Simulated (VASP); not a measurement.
Calculation: PBEsol GGA, VASP's PBE PAW potentials (set 64) (plane waves; VASP).

A VASP calculation is set up with these files.

### KPOINTS
```
Automatic mesh
0
Gamma
5 5 10
0 0 0
```

### INCAR
```
PREC=Accurate
EDIFFG=-0.02   ! ionic stop
ENCUT=520
GGA=PS   ! PBEsol
LMAXMIX=6   ! l cut-off of mixed one-centre charges
LREAL=.FALSE.
SYSTEM=W2N
NELM=100   ! most electronic steps
LCHARG=.FALSE.
SIGMA=0.1   ! width (eV)
NSW=60   ! most ionic steps
ALGO=Normal   ! blocked Davidson
LASPH=.TRUE.   ! aspherical one-centre terms
ISIF=3
IBRION=2
EDIFF=1E-6
ISMEAR=1   ! Methfessel-Paxton
LWAVE=.FALSE.
```

POSCAR:
```
W2N
1
    6.6761572298     0.0000000000    -0.0000000000
   -3.3380786149     5.7817219830    -0.0000000000
    0.0000000000    -0.0000000000     2.8248542858
W N
6 3
Direct
  0.2364930094   0.0000000000   0.0000000000
  1.0000000000   0.2364930094   0.0000000000
  0.7635069906   0.7635069906   0.0000000000
  0.5788336764   0.0000000000   0.5000000000
  1.0000000000   0.5788336763   0.5000000000
  0.4211663237   0.4211663237   0.5000000000
  0.0000000000   0.0000000000   0.5000000000
  0.3333330000   0.6666670000   0.0000000000
  0.6666670000   0.3333330000   0.0000000000
```

POTCAR, in this order: W_sv N (PBE.64 set). Program: vasp_std.

The run wrote:

**OUTCAR**
```
 ion  position               nearest neighbor table
   1  0.236  0.000  0.000-   7 2.12   7 2.12   8 2.61   9 2.61   4 2.69   4 2.69   2 2.73   3 2.73
                             6 2.82   5 2.82   6 2.82   5 2.82
   2  0.000  0.236  0.000-   7 2.12   7 2.12   9 2.61   8 2.61   5 2.69   5 2.69   1 2.73   3 2.73
                             6 2.82   6 2.82   4 2.82   4 2.82
   3  0.764  0.764  0.000-   7 2.12   7 2.12   8 2.61   9 2.61   6 2.69   6 2.69   1 2.73   2 2.73
                             5 2.82   5 2.82   4 2.82   4 2.82
   4  0.579  0.000  0.500-   9 2.45   9 2.45   8 2.45   8 2.45   1 2.69   1 2.69   2 2.82   3 2.82
                             3 2.82   2 2.82   6 3.46   5 3.46   6 3.46   5 3.46
   5  0.000  0.579  0.500-   8 2.45   8 2.45   9 2.45   9 2.45   2 2.69   2 2.69   3 2.82   3 2.82
                             1 2.82   1 2.82   6 3.46   6 3.46   4 3.46   4 3.46
   6  0.421  0.421  0.500-   9 2.45   9 2.45   8 2.45   8 2.45   3 2.69   3 2.69   2 2.82   2 2.82
                             1 2.82   1 2.82   5 3.46   5 3.46   4 3.46   4 3.46
   7  0.000  0.000  0.500-   1 2.12   1 2.12   3 2.12   2 2.12   2 2.12   3 2.12
   8  0.333  0.667  0.000-   5 2.45   5 2.45   4 2.45   4 2.45   6 2.45   6 2.45   1 2.61   2 2.61
                             3 2.61
   9  0.667  0.333  0.000-   4 2.45   4 2.45   5 2.45   5 2.45   6 2.45   6 2.45   2 2.61   1 2.61
                             3 2.61
  LATTYP: Found a hexagonal cell.
 ALAT       =     6.6761572298
 C/A-ratio  =     0.4231257876
 Subroutine PRICEL returns:
 Original cell was already a primitive cell.
 Subroutine GETGRP returns: Found 12 space group operations
The static configuration has the point symmetry D_3h.
The dynamic configuration has the point symmetry D_3h.
 Subroutine INISYM returns: Found 12 space group operations
 Subroutine IBZKPT returns following result:
 Found     30 irreducible k-points:

 Following reciprocal coordinates:
            Coordinates               Weight
  0.000000  0.000000  0.000000      1.000000
  0.200000 -0.000000  0.000000      6.000000
  0.400000 -0.000000  0.000000      6.000000
  0.200000  0.200000  0.000000      6.000000
  0.400000  0.200000  0.000000      6.000000
  0.000000  0.000000  0.100000      2.000000
  0.200000 -0.000000  0.100000     12.000000
  0.400000 -0.000000  0.100000     12.000000
...
```

### OSZICAR
```
       N       E                     dE             d eps       ncg     rms          rms(c)
DAV:   1     0.138498379771E+04    0.13850E+04   -0.55882E+04  3540   0.197E+03
DAV:   2     0.137226893341E+02   -0.13713E+04   -0.13376E+04  3575   0.640E+02
DAV:   3    -0.103860222326E+03   -0.11758E+03   -0.11224E+03  4177   0.167E+02
DAV:   4    -0.110503009003E+03   -0.66428E+01   -0.63494E+01  4368   0.323E+01
DAV:   5    -0.110726679724E+03   -0.22367E+00   -0.22142E+00  4384   0.516E+00    0.598E+01
DAV:   6    -0.104940396479E+03    0.57863E+01   -0.48474E+01  4757   0.334E+01    0.265E+01
DAV:   7    -0.104408686336E+03    0.53171E+00   -0.23924E+01  4618   0.230E+01    0.128E+01
DAV:   8    -0.103288666048E+03    0.11200E+01   -0.77593E+00  4509   0.138E+01    0.400E+00
DAV:   9    -0.103170609962E+03    0.11806E+00   -0.85588E-01  4686   0.506E+00    0.762E-01
DAV:  10    -0.103170120189E+03    0.48977E-03   -0.76491E-02  4309   0.165E+00    0.471E-01
DAV:  11    -0.103168775245E+03    0.13449E-02   -0.13369E-02  4575   0.636E-01    0.220E-01
DAV:  12    -0.103168366291E+03    0.40895E-03   -0.19774E-03  4829   0.222E-01    0.545E-02
DAV:  13    -0.103168353364E+03    0.12927E-04   -0.34670E-04  4351   0.878E-02    0.197E-02
DAV:  14    -0.103168348745E+03    0.46192E-05   -0.29175E-05  4272   0.324E-02    0.986E-03
DAV:  15    -0.103168348818E+03   -0.73118E-07   -0.21788E-06  3181   0.743E-03
   1 F= -.10316835E+03 E0= -.10316637E+03  d E =-.103168E+03
       N       E                     dE             d eps       ncg     rms          rms(c)
DAV:   1    -0.103176680959E+03   -0.83322E-02   -0.18737E+00  3769   0.123E+01    0.141E+00
DAV:   2    -0.103179454904E+03   -0.27739E-02   -0.28533E-01  3611   0.295E+00    0.603E-01
DAV:   3    -0.103172607544E+03    0.68474E-02   -0.24140E-02  4472   0.874E-01    0.236E-01
DAV:   4    -0.103172151296E+03    0.45625E-03   -0.37097E-03  4471   0.387E-01    0.190E-01
DAV:   5    -0.103172085098E+03    0.66198E-04   -0.12755E-03  4530   0.259E-01    0.151E-01
DAV:   6    -0.103172038774E+03    0.46323E-04   -0.24259E-04  4519   0.113E-01    0.629E-02
DAV:   7    -0.103172026712E+03    0.12062E-04   -0.10021E-04  4591   0.492E-02    0.107E-02
DAV:   8    -0.103172024884E+03    0.18281E-05   -0.12350E-05  4429   0.202E-02    0.405E-03
DAV:   9    -0.103172024957E+03   -0.72796E-07   -0.22466E-06  2749   0.822E-03
   2 F= -.10317202E+03 E0= -.10317040E+03  d E =-.367614E-02
       N       E                     dE             d eps       ncg     rms          rms(c)
DAV:   1    -0.103172713308E+03   -0.68842E-03   -0.10323E-01  3791   0.289E+00    0.331E-01
DAV:   2    -0.103172842906E+03   -0.12960E-03   -0.15594E-02  3593   0.693E-01    0.143E-01
DAV:   3    -0.103172462525E+03    0.38038E-03   -0.13243E-03  4487   0.206E-01    0.563E-02
DAV:   4    -0.103172439901E+03    0.22623E-04   -0.15789E-04  4374   0.701E-02    0.449E-02
DAV:   5    -0.103172439979E+03   -0.77391E-07   -0.49916E-05  4484   0.486E-02    0.325E-02
DAV:   6    -0.103172438221E+03    0.17578E-05   -0.17655E-05  4396   0.313E-02    0.128E-02
DAV:   7    -0.103172438204E+03    0.17284E-07   -0.61492E-06  3597   0.136E-02
   3 F= -.10317244E+03 E0= -.10317078E+03  d E =-.408939E-02
       N       E                     dE             d eps       ncg     rms          rms(c)
DAV:   1    -0.103185165644E+03   -0.12727E-01   -0.49598E-01  3555   0.467E+00    0.119E+00
DAV:   2    -0.103175180860E+03    0.99848E-02   -0.29241E-02  4144   0.106E+00    0.428E-01
DAV:   3    -0.103171987674E+03    0.31932E-02   -0.84826E-03  4087   0.515E-01    0.193E-01
DAV:   4    -0.103171984410E+03    0.32643E-05   -0.70800E-04  4591   0.157E-01    0.102E-01
DAV:   5    -0.103171965943E+03    0.18467E-04   -0.22754E-04  4463   0.102E-01    0.368E-02
DAV:   6    -0.103171950710E+03    0.15232E-04   -0.10714E-04  4574   0.725E-02    0.148E-02
DAV:   7    -0.103171949638E+03    0.10726E-05   -0.16892E-05  4226   0.276E-02    0.608E-03
DAV:   8    -0.103171949774E+03   -0.13653E-06   -0.24110E-06  2692   0.923E-03
   4 F= -.10317195E+03 E0= -.10317026E+03  d E =0.488430E-03
       N       E                     dE             d eps       ncg     rms          rms(c)
DAV:   1    -0.103177651563E+03   -0.57019E-02   -0.17861E-01  3552   0.281E+00    0.715E-01
DAV:   2    -0.103174037065E+03    0.36145E-02   -0.10566E-02  4130   0.639E-01    0.256E-01
DAV:   3    -0.103172891206E+03    0.11459E-02   -0.30659E-03  4133   0.308E-01    0.115E-01
DAV:   4    -0.103172885227E+03    0.59785E-05   -0.25384E-04  4564   0.919E-02    0.606E-02
DAV:   5    -0.103172873770E+03    0.11458E-04   -0.76312E-05  4446   0.582E-02    0.215E-02
DAV:   6    -0.103172866779E+03    0.69914E-05   -0.37255E-05  4598   0.430E-02    0.905E-03
DAV:   7    -0.103172865760E+03    0.10183E-05   -0.59951E-06  3972   0.168E-02    0.369E-03
DAV:   8    -0.103172865648E+03    0.11248E-06   -0.88704E-07  2056   0.573E-03
   5 F= -.10317287E+03 E0= -.10317122E+03  d E =-.427444E-03
       N       E                     dE             d eps       ncg     rms          rms(c)
DAV:   1    -0.103172869491E+03   -0.37310E-05   -0.13125E-04  3608   0.760E-02    0.195E-02
DAV:   2    -0.103172866679E+03    0.28124E-05   -0.80065E-06  4101   0.175E-02    0.696E-03
DAV:   3    -0.103172865914E+03    0.76477E-06   -0.20155E-06  2381   0.835E-03
   6 F= -.10317287E+03 E0= -.10317122E+03  d E =-.427710E-03
       N       E                     dE             d eps       ncg     rms          rms(c)
DAV:   1    -0.103173032955E+03   -0.16628E-03   -0.46742E-02  4038   0.192E+00    0.280E-01
DAV:   2    -0.103173047461E+03   -0.14507E-04   -0.70044E-03  3810   0.479E-01    0.132E-01
DAV:   3    -0.103172868389E+03    0.17907E-03   -0.68583E-04  4377   0.192E-01    0.356E-02
DAV:   4    -0.103172843782E+03    0.24607E-04   -0.18510E-04  4476   0.974E-02    0.300E-02
DAV:   5    -0.103172840274E+03    0.35081E-05   -0.37446E-05  4658   0.457E-02    0.185E-02
DAV:   6    -0.103172838900E+03    0.13741E-05   -0.51370E-06  4076   0.148E-02    0.720E-03
DAV:   7    -0.103172838237E+03    0.66332E-06   -0.14473E-06  2305   0.698E-03
   7 F= -.10317284E+03 E0= -.10317119E+03  d E =0.276771E-04
       N       E                     dE             d eps       ncg     rms          rms(c)
DAV:   1    -0.103172968098E+03   -0.12920E-03   -0.15490E-02  4049   0.110E+00    0.160E-01
DAV:   2    -0.103172972500E+03   -0.44017E-05   -0.23215E-03  3805   0.276E-01    0.752E-02
DAV:   3    -0.103172914267E+03    0.58233E-04   -0.22625E-04  4369   0.110E-01    0.206E-02
DAV:   4    -0.103172906727E+03    0.75394E-05   -0.61127E-05  4495   0.561E-02    0.174E-02
DAV:   5    -0.103172906112E+03    0.61509E-06   -0.12413E-05  4554   0.263E-02    0.107E-02
DAV:   6    -0.103172906442E+03   -0.32944E-06   -0.14623E-06  2274   0.860E-03
   8 F= -.10317291E+03 E0= -.10317126E+03  d E =-.405277E-04
```

### OUTCAR
```
------------------------ aborting loop because EDIFF is reached ----------------------------------------
  FORCE on cell =-STRESS in cart. coord.  units (eV):
  Direction    XX          YY          ZZ          XY          YZ          ZX
  --------------------------------------------------------------------------------------
  Total       -0.0153290     -0.0153290      0.0091447      0.0000000      0.0000000     -0.0000000
  in kB       -0.2247212     -0.2247212      0.1340592      0.0000000      0.0000000     -0.0000000
  external PRESSURE =      -0.1051277 kB  Pullay stress =       0.0000000 kB
  volume of cell :      109.29
      direct lattice vectors                 reciprocal lattice vectors
     6.694817933  0.000000000  0.000000000     0.149369260  0.086238379 -0.000000000
    -3.347408967  5.797882628 -0.000000000    -0.000000000  0.172476758 -0.000000000
     0.000000000  0.000000000  2.815613983    -0.000000000  0.000000000  0.355162322
 POSITION                                       TOTAL-FORCE (eV/Angst)
 -----------------------------------------------------------------------------------
      1.57773      0.00000      0.00000         0.006271      0.000000      0.000000
      5.90595      1.36636      2.81561        -0.003136      0.005431     -0.000000
      2.55854      4.43152     -0.00000        -0.003136     -0.005431      0.000000
      3.87919      0.00000      1.40781        -0.004255     -0.000000     -0.000000
     -1.93960      3.35948      1.40781         0.002127     -0.003685      0.000000
      1.40781      2.43840      1.40781         0.002127      0.003685     -0.000000
      6.69482      0.00000      1.40781        -0.000000      0.000000      0.000000
     -0.00000      3.86526     -0.00000        -0.000000      0.000000      0.000000
      3.34741      1.93263      0.00000        -0.000000      0.000000      0.000000
 -----------------------------------------------------------------------------------
    total drift:                               -0.000001      0.000000      0.000000
  FREE ENERGIE OF THE ION-ELECTRON SYSTEM (eV)
  ---------------------------------------------------
  free  energy   TOTEN  =      -103.1729064418 eV

  energy  without entropy=     -103.1679723755  energy(sigma->0) =     -103.17126175

 reached required accuracy - stopping structural energy minimisation
```
(Selected blocks of OUTCAR.)

### CONTCAR
```
W2N
   1.00000000000000
     6.6948179334108691    0.0000000000000000    0.0000000000000000
    -3.3474089667054345    5.7978826282443610   -0.0000000000000000
     0.0000000000000000    0.0000000000000000    2.8156139825162061
  W               N
     6     3
Direct
     0.2356650546568279    0.0000000000000000    0.0000000000000000
     0.9999999999999779    0.2356650546567839    1.0000000000000000
     0.7643349453431940    0.7643349453432161    0.0000000000000000
     0.5794318436047380    0.0000000000000000    0.5000000000000000
     0.0000000000000158    0.5794318435047678    0.5000000000000000
     0.4205681564952480    0.4205681564952323    0.5000000000000000
     1.0000000000000000    0.0000000000000000    0.5000000000000000
     0.3333330000000032    0.6666669999999968    0.0000000000000000
     0.6666669999999968    0.3333330000000032    0.0000000000000000
```

The structure was generated: W2N was put into the Fe2P type (P-62m), which need not be its known phase. This run relaxes it. Symmetry was kept, so distortions that lower it aren't found. The start is the result of an earlier pass. The electron count is odd and the run is not spin-polarised, which forces a metal.
